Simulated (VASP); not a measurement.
# CdSi2 with PW91: from relaxation to properties

Wanted: the relaxed cell of CdSi2 and its properties. The steps: rough relaxation of the start cell, relaxing cell and atoms (PW91), single point with fields (PW91), bands along the symmetry lines (PW91), density of states (PW91), core levels (PW91) and vibrations at Γ (PW91). The cell is invented: it takes the structure of a Materials Project entry for Hf2Cd (space group 139 there), with some of its atoms replaced by other elements, volume scaled by an estimate. It may not be a known or stable phase.

Calculated with VASP 6.6.1; PW91; plane waves and PAW (Cd, Si); invented cell.

**1. Set-up**

Before any relaxation, the start is as follows. It takes space group I4/mmm (No. 139, tetragonal). The conventional cell has a = 2.736 Å, b = 2.736 Å, c = 12.298 Å, α = 90.00°, β = 90.00°, γ = 90.00°. Nearest to Cd lie 4 Cd at 2.74 Å and 8 Si at 2.87 Å. Si has 8 Si at 2.72 to 2.74 Å and 4 Cd at 2.87 Å nearest. It derives from Hf2Cd. It takes the structure of a Materials Project entry for Hf2Cd (space group 139 there), with some of its atoms replaced by other elements, volume scaled by an estimate. Farther neighbours are not listed.

Structure file:

```xyz
3
Lattice="-1.3679 1.3679 6.1491 1.3679 -1.3679 6.1491 1.3679 1.3679 -6.1491" Properties=species:S:1:pos:R:3 pbc="T T T"
Cd    0.0000    0.0000    0.0000
Si    0.0000    0.0000    8.2650
Si    0.0000    0.0000    4.0333
```

**2. Rough relaxation of the start cell**

The start is only an estimate, so a cheap relaxation brings it near a minimum before any careful run. PW91 is the forerunner of PBE and gives much the same.

The input, INCAR:

```
SYSTEM = CdSi2
PREC = Normal
ENCUT = 400
EDIFF = 1E-05
NELM = 60
ISMEAR = 0
SIGMA = 0.05
LREAL = .FALSE.
ALGO = Fast
GGA = 91
NBANDS = 16
LORBIT = 11
LWAVE = .FALSE.
LCHARG = .FALSE.
IBRION = 2
NSW = 40
ISIF = 3
EDIFFG = -0.04
```

The input, POSCAR:

```
CdSi2
1.0
   -1.3679300000      1.3679300000      6.1491280000
    1.3679300000     -1.3679300000      6.1491280000
    1.3679300000      1.3679300000     -6.1491280000
Cd Si
1 2
Direct
    0.0000000000      0.0000000000      0.0000000000
    0.6720431500      0.6720431500      0.0000000000
    0.3279568500      0.3279568500      0.0000000000
```

The input, KPOINTS:

```
Automatic mesh
0
Gamma
8 8 8
0 0 0
```

PAW data sets: Cd and Si (PBE family, release 64).

The run is started by

```bash
$ mpirun -np 1 vasp_std
```

Output:

```text
[banner, memory and clock lines left out]
running    1 mpi-ranks, on    1 nodes
 distrk:  each k-point on    1 cores,    1 groups
 distr:  one band on    1 cores,    1 groups

 POSCAR found type information on POSCAR CdSi
 POSCAR found :  2 types and       3 ions
|                                                                             |
|               ----> ADVICE to this user running VASP <----                  |
|                                                                             |
|     You enforced a specific xc type in the INCAR file but a different       |
|     [... a line on the potential file left out ...]
|     I HOPE YOU KNOW WHAT YOU ARE DOING!                                     |
|                                                                             |

 LDA part: xc-table for (Slater(with rela. corr.)+CA(PZ))
 , standard interpolation
 POSCAR, INCAR and KPOINTS ok, starting setup
 FFT: planning ... GRIDC
 FFT: planning ... GRID_SOFT
 FFT: planning ... GRID
 WAVECAR not read
 entering main loop
       N       E                     dE             d eps       ncg     rms          rms(c)
DAV:   1     0.782567091361E+02    0.78257E+02   -0.86596E+03  1976   0.943E+02
DAV:   2    -0.815822843957E+01   -0.86415E+02   -0.83046E+02  2432   0.231E+02
DAV:   3    -0.102468452910E+02   -0.20886E+01   -0.20857E+01  2312   0.357E+01
DAV:   4    -0.102535119942E+02   -0.66667E-02   -0.66663E-02  2488   0.228E+00
DAV:   5    -0.102535531622E+02   -0.41168E-04   -0.41168E-04  2296   0.161E-01    0.779E+00
RMM:   6    -0.951402621824E+01    0.73953E+00   -0.15339E+00  1888   0.862E+00    0.787E+00
RMM:   7    -0.949990755342E+01    0.14119E-01   -0.83155E-02  1888   0.225E+00    0.424E+00
RMM:   8    -0.948890297248E+01    0.11005E-01   -0.17176E-02  1888   0.993E-01    0.868E-01
RMM:   9    -0.948877417422E+01    0.12880E-03   -0.23152E-03  1888   0.358E-01    0.113E-01
RMM:  10    -0.948880752234E+01   -0.33348E-04   -0.47265E-04  1888   0.151E-01    0.142E-01
RMM:  11    -0.948881424751E+01   -0.67252E-05   -0.11056E-04  1823   0.100E-01    0.258E-02
RMM:  12    -0.948881105286E+01    0.31946E-05   -0.31999E-05  1403   0.398E-02
   1 F= -.94888111E+01 E0= -.94872511E+01  d E =-.948881E+01
 curvature:   0.00 expect dE= 0.000E+00 dE for cont linesearch  0.000E+00
 trial: gam= 0.00000 g(F)=  0.775E-01 g(S)=  0.122E+01 ort = 0.000E+00 (trialstep = 0.100E+01)
 search vector abs. value=  0.129E+01
 bond charge predicted
       N       E                     dE             d eps       ncg     rms          rms(c)
DAV:   1    -0.173108729792E+02   -0.78221E+01   -0.17707E+02  2200   0.179E+02    0.347E+01
RMM:   2    -0.109513620803E+02    0.63595E+01   -0.15681E+01  1888   0.424E+01    0.132E+01
RMM:   3    -0.102415013224E+02    0.70986E+00   -0.10404E+00  1888   0.100E+01    0.122E+01
RMM:   4    -0.992892150130E+01    0.31258E+00   -0.37036E-01  1888   0.431E+00    0.338E+00
RMM:   5    -0.991571630329E+01    0.13205E-01   -0.41125E-02  1888   0.121E+00    0.230E-01
RMM:   6    -0.991617211393E+01   -0.45581E-03   -0.25916E-03  1888   0.436E-01    0.176E-01
RMM:   7    -0.991627099331E+01   -0.98879E-04   -0.10255E-03  1888   0.221E-01    0.592E-02
RMM:   8    -0.991625293518E+01    0.18058E-04   -0.18545E-04  1859   0.126E-01    0.177E-02
RMM:   9    -0.991625592494E+01   -0.29898E-05   -0.26191E-05  1386   0.411E-02
   2 F= -.99162559E+01 E0= -.99144023E+01  d E =-.427445E+00
[... from here on, the cycles between the ionic steps are left out ...]
   3 F= -.99444837E+01 E0= -.99431570E+01  d E =-.455673E+00
   4 F= -.99444591E+01 E0= -.99431145E+01  d E =-.455648E+00
   5 F= -.99627917E+01 E0= -.99610676E+01  d E =-.183326E-01
   6 F= -.99973362E+01 E0= -.99960964E+01  d E =-.528771E-01
   7 F= -.98975250E+01 E0= -.98971896E+01  d E =0.469341E-01
   8 F= -.10002777E+02 E0= -.10002061E+02  d E =-.583180E-01
   9 F= -.10003084E+02 E0= -.10002769E+02  d E =-.586245E-01
  10 F= -.10003654E+02 E0= -.10003269E+02  d E =-.591945E-01
  11 F= -.10007746E+02 E0= -.10007178E+02  d E =-.409272E-02
 trial-energy change:   -0.004093  1 .order   -0.005344   -0.020460    0.009773
 step:   1.0944(harm=  1.1981)  dis= 0.01918  next Energy=   -10.009682 (dE=-0.603E-02)
 bond charge predicted
       N       E                     dE             d eps       ncg     rms          rms(c)
DAV:   1    -0.100377355963E+02   -0.29989E-01   -0.67042E-01  1936   0.900E+00    0.118E+00
RMM:   2    -0.100121614666E+02    0.25574E-01   -0.79772E-02  1888   0.283E+00    0.460E-01
RMM:   3    -0.100103363560E+02    0.18251E-02   -0.44268E-03  1888   0.433E-01    0.325E-01
RMM:   4    -0.100097911688E+02    0.54519E-03   -0.65574E-04  1888   0.163E-01    0.764E-02
RMM:   5    -0.100097820196E+02    0.91492E-05   -0.10780E-04  1877   0.694E-02    0.189E-02
RMM:   6    -0.100097803815E+02    0.16381E-05   -0.18671E-05  1161   0.387E-02
  12 F= -.10009780E+02 E0= -.10009387E+02  d E =-.612673E-02
 curvature:  -1.06 expect dE=-0.418E-03 dE for cont linesearch -0.148E-05
 trial: gam=-0.08079 g(F)=  0.958E-04 g(S)=  0.300E-03 ort =-0.172E-03 (trialstep = 0.164E+01)
 search vector abs. value=  0.561E-03
 reached required accuracy - stopping structural energy minimisation
```

Run time: 1.9 min. Hardware: 1 MPI rank of Intel Xeon Platinum 8488C (Sapphire Rapids), shared host; peak memory 0.2 GiB.

The logs omit lines about the potential files and the build; timing stands in the text.

From OUTCAR (step 2):

```text
ion  position               nearest neighbor table
   1  0.000  0.000  0.000-   2 2.87   2 2.87   2 2.87   3 2.87   2 2.87   3 2.87   3 2.87   3 2.87

  LATTYP: Found a body centered tetragonal cell.
 ALAT       =     2.7358600000
 C/A-ratio  =     4.4952066261

 Subroutine GETGRP returns: Found 16 space group operations
 (whereof 16 operations were pure point group operations)

The static configuration has the point symmetry D_4h.

 Found     59 irreducible k-points:

   k-points           NKPTS =     59   k-points in BZ     NKDIM =     59   number of bands    NBANDS=     16

   dimension x,y,z NGX =    32 NGY =   32 NGZ =   32
   dimension x,y,z NGXF=    64 NGYF=   64 NGZF=   64

   ENCUT  =  400.0 eV  29.40 Ry    5.42 a.u.  10.51 10.51 10.51*2*pi/ulx,y,z

   NELECT =      20.0000    total number of electrons

 k-points in reciprocal lattice and weights: Automatic mesh
   0.00000000  0.00000000  0.00000000       0.002
   0.12500000 -0.00000000  0.00000000       0.016
   0.25000000 -0.00000000  0.00000000       0.016
   0.37500000 -0.00000000  0.00000000       0.016
   0.50000000 -0.00000000  0.00000000       0.008
   0.12500000  0.12500000  0.00000000       0.016
   0.25000000  0.12500000  0.00000000       0.031
   0.37500000  0.12500000  0.00000000       0.031
   0.50000000  0.12500000  0.00000000       0.031
[...]
-0.37500000 -0.37500000  0.37500000       0.004
   0.50000000  0.50000000  0.50000000       0.002

 average (electrostatic) potential at core
       1 -36.1806       2 -83.9884       3 -83.9884

 E-fermi :   6.0434

 k-point     1 :       0.0000    0.0000    0.0000
  band No.  band energies     occupation
    ...
      4      -2.3416      2.00000
      5      -2.3416      2.00000
      6      -2.3012      2.00000
      7      -2.0827      2.00000
      8      -1.0302      2.00000
      9       7.1854      0.00000
     10       8.0026      0.00000
     11       9.5323      0.00000
     12       9.5323      0.00000
     13      11.3593      0.00000
    ...

 k-point     2 :       0.1250   -0.0000    0.0000
  band No.  band energies     occupation
    ...
      4      -2.6963      2.00000
      5      -2.3301      2.00000
      6      -2.1656      2.00000
      7      -1.8759      2.00000
      8      -0.6513      2.00000
      9       6.6483      0.00000
     10       6.9979      0.00000
     11       8.7263      0.00000
     12       9.7668      0.00000
     13      10.7650      0.00000
    ...

 k-point     3 :       0.2500   -0.0000    0.0000
  band No.  band energies     occupation
    ...
      5      -2.3593      2.00000
      6      -2.3023      2.00000
      7      -1.2338      2.00000
      8       0.5069      2.00000
      9       3.3965      2.00000
     10       6.5370      0.00000
     11       7.9138      0.00000
     12      10.4663      0.00000
     13      10.4672      0.00000
     14      11.6742      0.00000
    ...

  Total        0.0962517      0.0962517     -0.0111389      0.0000000     -0.0000000      0.0000000
  in kB        2.7845855      2.7845855     -0.3222524      0.0000000     -0.0000000      0.0000000
  external PRESSURE =       1.7489729 kB  Pullay stress =       0.0000000 kB

  energy-cutoff  :      400.00
  volume of cell :       55.38
      direct lattice vectors                 reciprocal lattice vectors
    -1.422228163  1.422228163  6.844788247     0.000000000  0.351561032  0.073048279
     1.422228163 -1.422228163  6.844788247     0.351561032  0.000000000  0.073048279
     1.422228163  1.422228163 -6.844788247     0.351561032  0.351561032  0.000000000

 POSITION                                       TOTAL-FORCE (eV/Angst)
 -----------------------------------------------------------------------------------
      0.00000      0.00000      0.00000         0.000000      0.000000      0.000000
      0.00000      0.00000      9.36647         0.000000      0.000000     -0.031512
      0.00000      0.00000      4.32311        -0.000000     -0.000000      0.031512
 -----------------------------------------------------------------------------------
    total drift:                                0.000000     -0.000000     -0.000000

  FREE ENERGIE OF THE ION-ELECTRON SYSTEM (eV)
  ---------------------------------------------------
  free  energy   TOTEN  =       -10.0097803815 eV

  energy  without entropy=      -10.0089940878  energy(sigma->0) =      -10.00938723

 reached required accuracy - stopping structural energy minimisation

 total charge
# of ion       s       p       d       tot
------------------------------------------
    1        0.571   0.270   9.494  10.336
    2        0.873   0.662   0.000   1.535
    3        0.873   0.662   0.000   1.535
--------------------------------------------------
tot          2.317   1.594   9.494  13.406

[... 3 further parts left out ...]
```

CONTCAR:

```
CdSi2
   1.00000000000000
    -1.4222281628637914    1.4222281628637914    6.8447882474070987
     1.4222281628637914   -1.4222281628637914    6.8447882474070987
     1.4222281628637914    1.4222281628637914   -6.8447882474070987
  Cd              Si
     1     2
Direct
     0.0000000000000000    0.0000000000000000    0.0000000000000000
     0.6842043954393759    0.6842043954393759    0.0000000000000000
     0.3157956045606242    0.3157956045606242    0.0000000000000000
```

This relaxation is a rough one on cheap settings, only to bring the start near its minimum. The PAW data sets were made with PBE, which is usual practice but a small mismatch for other functionals. After so large a change of volume the plane waves of the start cell no longer fit, so the final stress carries a basis-set error. The run keeps the 16 symmetry operations of its start, so it cannot find a distortion of lower symmetry.

Relaxation path:

```tsv
step	energy less that of the first step (eV)	largest force (eV/Å)	pressure (GPa)	volume (Å³)
1	0.0000	0.8964	17.45	46.03
2	-0.4274	0.4148	-3.47	58.07
3	-0.4557	0.3969	-0.40	55.15
4	-0.4556	0.3950	-0.62	55.34
5	-0.4740	0.3451	-0.39	55.13
6	-0.5085	0.1888	0.54	54.49
7	-0.4087	0.7671	5.16	53.12
8	-0.5140	0.1428	1.10	54.32
9	-0.5143	0.0345	1.51	54.14
10	-0.5148	0.0930	1.34	54.22
11	-0.5189	0.1117	-0.21	56.11
12	-0.5210	0.0315	0.17	55.38
```

```tsv
conventional cell, symmetrised	before	after	change
a (Å)	2.736	2.844	+4.0 %
b (Å)	2.736	2.844	+4.0 %
c (Å)	12.298	13.690	+11.3 %
volume (Å³/atom)	15.34	18.46	+20.3 %
```

The atoms that moved most (Å, as changes of fractional coordinates times the final cell):

```tsv
atom	dx	dy	dz	length
Si2	0.000	0.000	0.166	0.166
Si3	0.000	0.000	-0.166	0.166
```

The relaxed structure:

```xyz
3
Lattice="-1.4222 1.4222 6.8448 1.4222 -1.4222 6.8448 1.4222 1.4222 -6.8448" Properties=species:S:1:pos:R:3 pbc="T T T"
Cd    0.0000    0.0000    0.0000
Si    0.0000    0.0000    9.3665
Si    0.0000    0.0000    4.3231
```

Numbers from this step:

| Quantity | Value |
| --- | --- |
| electrons | 20 |
| bands | 16 |
| irreducible k-points | 59 |
| symmetry operations | 16 |
| free energy (TOTEN) | -10.01 eV |
| energy at zero smearing | -10.01 eV |
| Fermi energy | 6.043 eV |
| pressure | 0.1749 GPa |
| metallic, judged on the points sampled | yes |
| SCF cycles over all ionic steps | 82 |

It ends with a largest force of 0.032 eV/Å and a pressure of 0.17 GPa.

(Continued in part 2 of 4.)

[Lines on the potential files, build, host, timing and source positions are cut from VASP's logs without a mark.]

[Logs are printed without paths, hosts, clocks, repeated set-up lines and the standing remarks that a program may print on its own settings, such as how far it seeks lower states.]

[Hosts, paths, dates, database ids (printed as entryN), source tags and the programs' standing remarks are cut or masked in the printed files.]

[A measured line is paired with the nearest computed mode of its activity, which favours agreement.]

[In band tables of VASP the shares of atoms and orbitals are scaled to a sum of 1 inside the atoms' spheres.]
